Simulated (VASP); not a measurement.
Calculation: revPBE GGA, VASP's PBE PAW potentials (set 64) (plane waves; VASP 6.6.1).

VASP ran on this input.

KPOINTS:
```
k-points along high-symmetry lines
15
Line-mode
Reciprocal
  0.000000   0.000000   0.000000 ! GAMMA
  0.000000   0.500000   0.000000 ! X

  0.000000   0.500000   0.000000 ! X
  0.500000   0.500000   0.000000 ! M

  0.500000   0.500000   0.000000 ! M
  0.000000   0.000000   0.000000 ! GAMMA

  0.000000   0.000000   0.000000 ! GAMMA
  0.500000   0.500000   0.500000 ! R

  0.500000   0.500000   0.500000 ! R
  0.000000   0.500000   0.000000 ! X

  0.500000   0.500000   0.500000 ! R
  0.500000   0.500000   0.000000 ! M
```

### INCAR
```
! general
SYSTEM  = KTaO3
PREC    = Accurate
ENCUT   = 520
LREAL   = .FALSE.
LASPH   = .TRUE.
ICHARG  = 11   ! fixed density

! electronic loop
EDIFF   = 1E-7
NELM    = 100   ! most electronic steps
ALGO    = Normal
LMAXMIX = 6

! smearing
ISMEAR  = 0
SIGMA   = 0.05

! functional
GGA     = RE

! output
LWAVE   = .FALSE.
LCHARG  = .FALSE.
LORBIT  = 11
```

**POSCAR**
```
KTaO3
4.051650
  0.9999998984   0.0000000000   0.0000000000
  0.0000000000   0.9999998984   0.0000000000
  0.0000000000   0.0000000000   0.9999998984
K Ta O
1 1 3
Cartesian
  0.0000000000   0.0000000000   0.0000000000
  0.4999999492   0.4999999492   0.4999999492
  0.4999999492   0.0000000000   0.4999999492
  0.0000000000   0.4999999492   0.4999999492
  0.4999999492   0.4999999492   0.0000000000
```

POTCAR, in this order: K_sv Ta_pv O (PBE.64 set). Program: vasp_std. Read from the step before: CHGCAR.

The run wrote:

OSZICAR:
```
       N       E                     dE             d eps       ncg     rms          rms(c)
DAV:   1     0.325890031845E+03    0.32589E+03   -0.21748E+04  4140   0.168E+03
DAV:   2    -0.184881357307E+02   -0.34438E+03   -0.33878E+03  4937   0.444E+02
DAV:   3    -0.376526367805E+02   -0.19165E+02   -0.18916E+02  5302   0.970E+01
DAV:   4    -0.382245940968E+02   -0.57196E+00   -0.57164E+00  7212   0.149E+01
DAV:   5    -0.382296227889E+02   -0.50287E-02   -0.50284E-02  5360   0.119E+00
DAV:   6    -0.382297555460E+02   -0.13276E-03   -0.13276E-03  6322   0.142E-01
DAV:   7    -0.382297573013E+02   -0.17553E-05   -0.17553E-05  5481   0.186E-02
DAV:   8    -0.382297573473E+02   -0.45988E-07   -0.45998E-07  5276   0.248E-03
   1 F= -.38229757E+02 E0= -.38229757E+02  d E =-.533407E-12
```

File OUTCAR:
```
 val. band max:        1.6015890051   @ k =   0.5000   0.5000   0.5000

 cond. band min:       3.7065038590   @ k =   0.0000   0.0000   0.0000



 k-point     1 :       0.0000    0.0000    0.0000
  band No.  band energies     occupation
      1     -32.7742      2.00000
      2     -32.7742      2.00000
      3     -32.7742      2.00000
      4     -25.8609      2.00000
      5     -15.8408      2.00000
      6     -15.1624      2.00000
      7     -15.1624      2.00000
      8      -9.3593      2.00000
      9      -9.3593      2.00000
     10      -9.3593      2.00000
     11      -0.8283      2.00000
     12      -0.8283      2.00000
     13      -0.8283      2.00000
     14       0.6192      2.00000
     15       0.6192      2.00000
     16       0.6192      2.00000
     17       0.9692      2.00000
     18       0.9692      2.00000
     19       0.9692      2.00000
     20       3.7065      0.00000
     21       3.7065      0.00000
     22       3.7065      0.00000
     23       7.8207      0.00000

 k-point     2 :       0.0000    0.0357    0.0000
  band No.  band energies     occupation
      1     -32.7751      2.00000
      2     -32.7742      2.00000
      3     -32.7742      2.00000
      4     -25.8606      2.00000
      5     -15.8366      2.00000
      6     -15.1622      2.00000
      7     -15.1572      2.00000
      8      -9.3589      2.00000
      9      -9.3589      2.00000
     10      -9.3579      2.00000
     11      -0.8575      2.00000
     12      -0.8292      2.00000
     13      -0.8292      2.00000
     14       0.6005      2.00000
     15       0.6005      2.00000
     16       0.6138      2.00000
     17       0.9276      2.00000
     18       0.9588      2.00000
     19       0.9588      2.00000
     20       3.7081      0.00000
     21       3.7477      0.00000
     22       3.7477      0.00000
     23       7.8284      0.00000

 k-point     3 :       0.0000    0.0714    0.0000
  band No.  band energies     occupation
...
```

The density is held fixed in this step, so its total energy and stress have no physical meaning. Unless said otherwise, spin-orbit coupling is left out, though it shifts the bands of the heavy elements here.

The compound is KTaO3 in the cubic perovskite structure. It was relaxed first.
